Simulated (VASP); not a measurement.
Consider the following.

```
MgZr
1.0
    1.51284     0.87344     5.44907
   -1.51284     0.87344     5.44907
    0.00000    -1.74688     5.44907
Mg Zr
1 1
Direct
  0.00000   0.00000   0.00000
  0.50000   0.50000   0.50000
```

All values below come from PBEsol GGA, VASP's PBE PAW potentials (set 64) (plane waves; VASP). Run with 400 eV cut-off, Gaussian smearing of 0.050 eV, potentials Mg Zr_sv.

Problem. Estimate the band gap (along the path) with the smallest direct gap where there is one.

Solution. 
```json
{
 "band gap (along the path)": "none (metal, semimetal or under 0.01 eV)"
}
```

Total energies compare only between runs with the same potentials, cut-off and functional.

The structure comes from a computed database's MgZr entry (R-3m); how it stands against other phases isn't given here. It was relaxed first.
